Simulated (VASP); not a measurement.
The system is Mo.

```
Mo
1.0
    -1.57342    1.57342    1.57342
     1.57342   -1.57342    1.57342
     1.57342    1.57342   -1.57342
Mo
1
Direct
  0.00000 0.00000 0.00000
```

```yaml
Program: VASP 6.6.1
Task: relaxation of cell and atoms
Functional: PBE
Potentials_or_basis: VASP PAW PBE potentials, release 64 (Mo_sv)
Cutoff: 520 eV
k_mesh: 12 × 12 × 12
Occupations: gaussian, width 0.1 eV
Spin: no spin polarisation
```

At the start: pressure 3.9 GPa; volume 15.58 Å³/atom.

Problem. Where does the relaxation end?

Solution. Over 16 steps the energy falls by 2.7 meV/atom and the volume is 15.81 Å³/atom (+1.5 %); space group Im-3m (No. 229, to 0.05 Å).

The path:
| step | energy change (eV) | largest force (eV/Å) | pressure (GPa) | volume (Å³) |
| --- | --- | --- | --- | --- |
| 1 | 0.0000 | 0.0000 | 3.92 | 15.58 |
| 2 | 0.0174 | 0.0000 | -9.62 | 16.46 |
| 3 | -0.0027 | 0.0000 | -0.05 | 15.81 |
| 4 | -0.0027 | 0.0000 | 0.02 | 15.81 |
| 5 | -0.0027 | 0.0000 | 0.02 | 15.81 |
| 6 | -0.0027 | 0.0000 | 0.03 | 15.81 |
| 7 | -0.0027 | 0.0000 | 0.02 | 15.81 |
| 8 | -0.0027 | 0.0000 | 0.02 | 15.81 |
| 9 | -0.0027 | 0.0000 | 0.02 | 15.81 |
| 10 | -0.0027 | 0.0000 | 0.02 | 15.81 |
| 11 | -0.0027 | 0.0000 | 0.02 | 15.81 |
| 12 | -0.0027 | 0.0000 | 0.02 | 15.81 |
| 13 | -0.0027 | 0.0000 | 0.02 | 15.81 |
| 14 | -0.0027 | 0.0000 | 0.03 | 15.81 |
| 15 | -0.0027 | 0.0000 | 0.04 | 15.81 |
| 16 | -0.0027 | 0.0000 | 0.00 | 15.81 |

Final structure:
```
Mo
1.0
    -1.58106    1.58106    1.58106
     1.58106   -1.58106    1.58106
     1.58106    1.58106   -1.58106
Mo
1
Direct
  0.00000 0.00000 0.00000
```
